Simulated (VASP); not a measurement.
Here is the system:

```xyz
1
Lattice="-1.6171 1.6171 1.6171 1.6171 -1.6171 1.6171 1.6171 1.6171 -1.6171" Properties=species:S:1:pos:R:3 pbc="T T T"
Nb     0.0000     0.0000     0.0000
```

The numbers are results of AM05 GGA, VASP's PBE PAW potentials (set 64) (plane waves; VASP), not measurements. Run with 520 eV cut-off, 16×16×16 Γ-centred mesh, first-order Methfessel-Paxton smearing of 0.10 eV, potentials Nb_sv.

Problem. Give the stress tensor in GPa (positive for a compressed cell).

Solution. 
```
5.57  0.00  0.00
0.00  5.57  0.00
0.00  0.00  5.57
```
The pressure is its mean diagonal, 5.57 GPa.

The compound is Nb in the bcc structure. This cell is one point of a volume scan, at 0.97 of the reference volume.
